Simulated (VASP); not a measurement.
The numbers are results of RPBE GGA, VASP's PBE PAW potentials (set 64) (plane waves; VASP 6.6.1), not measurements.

Input for VASP

KPOINTS:
```
Automatic mesh
0
Gamma
13 13 10
0 0 0
```

INCAR:
```
! general
SYSTEM  = FePt
PREC    = Accurate
ENCUT   = 520
LREAL   = F
LASPH   = T

! electronic loop
EDIFF   = 1E-7
NELM    = 100
ALGO    = Normal
LMAXMIX = 6

! smearing
ISMEAR  = 1
SIGMA   = 0.1

! functional
GGA     = RP

! spin
ISPIN   = 2
MAGMOM  = 3.0 0.3

! ions
IBRION  = 2
NSW     = 30
ISIF    = 4
EDIFFG  = -0.01

! output
LWAVE   = F
LCHARG  = F
LORBIT  = 10
```

### POSCAR
```
FePt
1
    2.7545161510     0.0000000000     0.0000000000
    0.0000000000     2.7545161510     0.0000000000
    0.0000000000     0.0000000000     3.7807595499
Fe Pt
1 1
Direct
  0.0000000000   0.0000000000   0.0000000000
  0.5000000000   0.5000000000   0.5000000000
```

POTCAR, in this order: Fe Pt (PBE.64 set). Program: vasp_std.

What VASP printed:

File OSZICAR:
```
       N       E                     dE             d eps       ncg     rms          rms(c)
DAV:   1     0.955397336511E+02    0.95540E+02   -0.86880E+03 10272   0.132E+03
DAV:   2    -0.115647853314E+02   -0.10710E+03   -0.95649E+02 10367   0.255E+02
DAV:   3    -0.149936709094E+02   -0.34289E+01   -0.33238E+01 12635   0.552E+01
DAV:   4    -0.150288460644E+02   -0.35175E-01   -0.35146E-01 11505   0.480E+00
DAV:   5    -0.150297855273E+02   -0.93946E-03   -0.93945E-03 13482   0.894E-01    0.159E+01
DAV:   6    -0.169294388988E+02   -0.18997E+01   -0.17396E+01 11154   0.888E+01    0.279E+01
DAV:   7    -0.138160974616E+02    0.31133E+01   -0.10353E+01 12746   0.815E+01    0.799E+00
DAV:   8    -0.138165339900E+02   -0.43653E-03   -0.49247E-01 11964   0.105E+01    0.408E+00
DAV:   9    -0.137528837925E+02    0.63650E-01   -0.10072E-01 14871   0.670E+00    0.172E+00
DAV:  10    -0.137443886918E+02    0.84951E-02   -0.32385E-02 15191   0.370E+00    0.678E-01
DAV:  11    -0.137441726530E+02    0.21604E-03   -0.21054E-03 13638   0.723E-01    0.272E-01
DAV:  12    -0.137442275888E+02   -0.54936E-04   -0.29311E-04 12555   0.272E-01    0.663E-02
DAV:  13    -0.137442390230E+02   -0.11434E-04   -0.38999E-05 11973   0.760E-02    0.341E-02
DAV:  14    -0.137442413136E+02   -0.22906E-05   -0.27892E-06 13260   0.279E-02    0.154E-02
DAV:  15    -0.137442415354E+02   -0.22174E-06   -0.21561E-06 13624   0.345E-02    0.556E-03
DAV:  16    -0.137442416476E+02   -0.11229E-06   -0.68046E-07 11778   0.153E-02    0.175E-03
DAV:  17    -0.137442416705E+02   -0.22907E-07   -0.78580E-08  6155   0.347E-03
   1 F= -.13744242E+02 E0= -.13743719E+02  d E =-.137442E+02  mag=     3.3542
       N       E                     dE             d eps       ncg     rms          rms(c)
DAV:   1    -0.137450500959E+02   -0.80845E-03   -0.37771E-02 11326   0.157E+00    0.166E-01
DAV:   2    -0.137447972024E+02    0.25289E-03   -0.17124E-03 13644   0.982E-01    0.191E-01
DAV:   3    -0.137445604513E+02    0.23675E-03   -0.89213E-04 12848   0.821E-01    0.917E-02
DAV:   4    -0.137444760332E+02    0.84418E-04   -0.14557E-04 13588   0.139E-01    0.360E-02
DAV:   5    -0.137444727252E+02    0.33080E-05   -0.13544E-05 14392   0.714E-02    0.112E-02
DAV:   6    -0.137444720628E+02    0.66241E-06   -0.91459E-07 11852   0.956E-03    0.503E-03
DAV:   7    -0.137444719521E+02    0.11073E-06   -0.16023E-07  9074   0.502E-03    0.170E-03
DAV:   8    -0.137444719288E+02    0.23285E-07   -0.25484E-08  5397   0.296E-03
   2 F= -.13744472E+02 E0= -.13743956E+02  d E =-.230258E-03  mag=     3.3467
       N       E                     dE             d eps       ncg     rms          rms(c)
DAV:   1    -0.137447898116E+02   -0.31786E-03   -0.17736E-02 11312   0.108E+00    0.114E-01
DAV:   2    -0.137446728969E+02    0.11691E-03   -0.80911E-04 13649   0.676E-01    0.132E-01
DAV:   3    -0.137445603216E+02    0.11258E-03   -0.42142E-04 12813   0.564E-01    0.630E-02
DAV:   4    -0.137445209636E+02    0.39358E-04   -0.68012E-05 13540   0.937E-02    0.251E-02
DAV:   5    -0.137445193909E+02    0.15727E-05   -0.62733E-06 14314   0.485E-02    0.805E-03
DAV:   6    -0.137445190273E+02    0.36363E-06   -0.43378E-07 11021   0.651E-03    0.349E-03
DAV:   7    -0.137445189528E+02    0.74525E-07   -0.69185E-08  6043   0.347E-03
   3 F= -.13744519E+02 E0= -.13744017E+02  d E =-.277282E-03  mag=     3.3408
```

### OUTCAR
```
------------------------ aborting loop because EDIFF is reached ----------------------------------------
  FORCE on cell =-STRESS in cart. coord.  units (eV):
  Direction    XX          YY          ZZ          XY          YZ          ZX
  --------------------------------------------------------------------------------------
  Total       -0.0174016     -0.0174016     -0.0151859      0.0000000     -0.0000000     -0.0000000
  in kB       -0.9719170     -0.9719170     -0.8481663      0.0000000     -0.0000000     -0.0000000
  external PRESSURE =      -0.9306668 kB  Pullay stress =       0.0000000 kB
  volume of cell :       28.69
      direct lattice vectors                 reciprocal lattice vectors
     2.749197127  0.000000000  0.000000000     0.363742560  0.000000000  0.000000000
     0.000000000  2.749197127  0.000000000     0.000000000  0.363742560 -0.000000000
     0.000000000  0.000000000  3.795403392    -0.000000000  0.000000000  0.263476605
 POSITION                                       TOTAL-FORCE (eV/Angst)
 -----------------------------------------------------------------------------------
      0.00000      0.00000      0.00000         0.000000     -0.000000      0.000000
      1.37460      1.37460      1.89770         0.000000      0.000000      0.000000
 -----------------------------------------------------------------------------------
    total drift:                               -0.000000      0.000000      0.000000
  FREE ENERGIE OF THE ION-ELECTRON SYSTEM (eV)
  ---------------------------------------------------
  free  energy   TOTEN  =       -13.7445189528 eV

  energy  without entropy=      -13.7430142207  energy(sigma->0) =      -13.74401738

 total charge

# of ion       s       p       d       tot
------------------------------------------
    1        0.394   0.419   6.082   6.895
    2        0.699   0.622   8.042   9.362
--------------------------------------------------
tot          1.093   1.041  14.124  16.257

 magnetization (x)

# of ion       s       p       d       tot
------------------------------------------
    1        0.005  -0.010   3.011   3.007
    2       -0.027  -0.069   0.420   0.324
--------------------------------------------------
tot         -0.022  -0.079   3.431   3.331

 reached required accuracy - stopping structural energy minimisation
```
(Selected blocks of OUTCAR.)

**CONTCAR**
```
FePt
   1.00000000000000
     2.7491971272540150    0.0000000000000000    0.0000000000000000
     0.0000000000000000    2.7491971272540150    0.0000000000000000
     0.0000000000000000    0.0000000000000000    3.7954033915804319
  Fe              Pt
     1     1
Direct
     0.0000000000000000    0.0000000000000000    0.0000000000000000
     0.5000000000000000    0.5000000000000000    0.5000000000000000
```

The compound is FePt in the L1_0 structure. This run relaxes it. Symmetry was kept, so distortions that lower it aren't found.
